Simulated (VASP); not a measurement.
The input files of a VASP run:

### INCAR
```
SYSTEM = Te2Mo
PREC = Accurate
ENCUT = 300
EDIFF = 1E-6
NELM = 100
ALGO = Normal
LREAL = .FALSE.
LASPH = .TRUE.
ISMEAR = -1
SIGMA = 0.01
GGA = PE
LMAXMIX = 4
LWAVE = .FALSE.
LCHARG = .FALSE.
ISIF = 2
```

### KPOINTS
```
Regular mesh
0
G
 5 5 1
0 0 0
```

**POSCAR**
```
Te2Mo
1.0
  3.5512950000   0.0000000000   0.0000000000
 -1.7756470000   3.0755100000   0.0000000000
  0.0000000000   0.0000000000  14.5888080000
Te Mo
4 2
Direct
  0.3333330000   0.6666670000   0.6278200000
  0.6666670000   0.3333330000   0.3721800000
  0.6666670000   0.3333330000   0.1278200000
  0.3333330000   0.6666670000   0.8721800000
  0.3333330000   0.6666670000   0.2500000000
  0.6666670000   0.3333330000   0.7500000000
```

POTCAR, in this order: Te Mo_sv (PBE.64 set). Program: vasp_std.

Question: Write an equivalent input for Ansatz.

Answer: One equivalent input (not run):
Ansatz 0.2 input:
```yaml
crystal:
  lattice:
    - [3.5512950, 0.0000000, 0.0000000]
    - [-1.7756470, 3.0755100, 0.0000000]
    - [0.0000000, 0.0000000, 14.5888080]
  atoms:
    - { symbol: Te, position: [0.3333330, 0.6666670, 0.6278200] }
    - { symbol: Te, position: [0.6666670, 0.3333330, 0.3721800] }
    - { symbol: Te, position: [0.6666670, 0.3333330, 0.1278200] }
    - { symbol: Te, position: [0.3333330, 0.6666670, 0.8721800] }
    - { symbol: Mo, position: [0.3333330, 0.6666670, 0.2500000] }
    - { symbol: Mo, position: [0.6666670, 0.3333330, 0.7500000] }
kpoints:
  mp_grid: { grid: [5, 5, 1] }
hamiltonian:
  xc: pbe
  pseudopotentials: { kind: paw }
scf:
  occupations: { method: fermi_dirac, width: 0.01 }
  max_iter: 100
output: { forces: true, stress: true, eigenvalues: true }
```
The two are equivalent in intent, not identical: each code has its own PAW files, so the cut-off isn't converted (ENCUT is set for VASP's; basis.ecutwfc is left out, and Ansatz then takes the one that its files recommend); Ansatz stops its SCF on the density residual and VASP on the energy change (EDIFF).

The structure comes from a computed database's Te2Mo entry; how it stands against other phases isn't given here. The cell was not relaxed at this level, and its volume differs by -5.9 % from the start's. The k-mesh is coarse (spacing up to 0.43 per Å, 2π included), so the numbers may not be converged in it.
